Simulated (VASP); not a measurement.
Method: LDA (Ceperley-Alder, Perdew-Zunger), VASP's LDA PAW potentials (set 64) (plane waves; VASP).

The input files of a VASP run:

**INCAR**
```
PREC  =  Accurate
LWAVE  =  .FALSE.
SYSTEM  =  HfO2
LASPH  =  .TRUE.   ! aspherical one-centre terms
SIGMA  =  0.01
NBANDS  =  45
LMAXMIX  =  6   ! l cut-off of mixed one-centre charges
ENCUT  =  520
LCHARG  =  .FALSE.
NEDOS  =  1001
ISMEAR  =  0   ! Gaussian
LOPTICS  =  .TRUE.
EDIFF  =  1E-7   ! SCF stop (eV)
NELM  =  100   ! most electronic steps
CSHIFT  =  0.1
ALGO  =  Normal
LREAL  =  .FALSE.   ! projection in real space or not
```

File KPOINTS:
```
Automatic mesh
0
Gamma
10 10 10
0 0 0
```

### POSCAR
```
HfO2
1.0
  0.0000000000   2.4910312255   2.4910312255
  2.4910312255   0.0000000000   2.4910312255
  2.4910312255   2.4910312255   0.0000000000
Hf O
1 2
Cart
  0.0000000000   0.0000000000   0.0000000000
  1.2455156128   1.2455156128   1.2455156128
  3.7365468382   3.7365468382   3.7365468382
```

POTCAR, in this order: Hf_pv O (LDA.64 set). Program: vasp_std.

Unless said otherwise, spin-orbit coupling is left out, though it shifts the bands of the heavy elements here.

Problem. Predict the energy per atom (σ→0), band gap (on the k-mesh).

Solution. 
```yaml
energy per atom (σ→0): -11.024 eV/atom
band gap (on the k-mesh): 3.73 eV
```

### OSZICAR
```
...
DAV:   8    -0.330773294074E+02    0.67323E-01   -0.13178E-01  4711   0.162E+00    0.333E+00
DAV:   9    -0.330710346267E+02    0.62948E-02   -0.89693E-03  4645   0.496E-01    0.198E+00
DAV:  10    -0.330709331943E+02    0.10143E-03   -0.77297E-04  4957   0.112E-01    0.206E-01
DAV:  11    -0.330709260031E+02    0.71912E-05   -0.19972E-05  4793   0.188E-02    0.544E-02
DAV:  12    -0.330709273982E+02   -0.13951E-05   -0.28015E-06  4708   0.604E-03    0.141E-02
DAV:  13    -0.330709273495E+02    0.48700E-07   -0.68122E-08  3938   0.137E-03
   1 F= -.33070927E+02 E0= -.33070927E+02  d E =-.264805E-21
 imaginary and real dielectric function
```

The compound is HfO2 in the fluorite structure, the high-temperature cubic form, which is unstable at 0 K; the monoclinic form is the stable one. It was relaxed first, which changed the volume by -6 %.
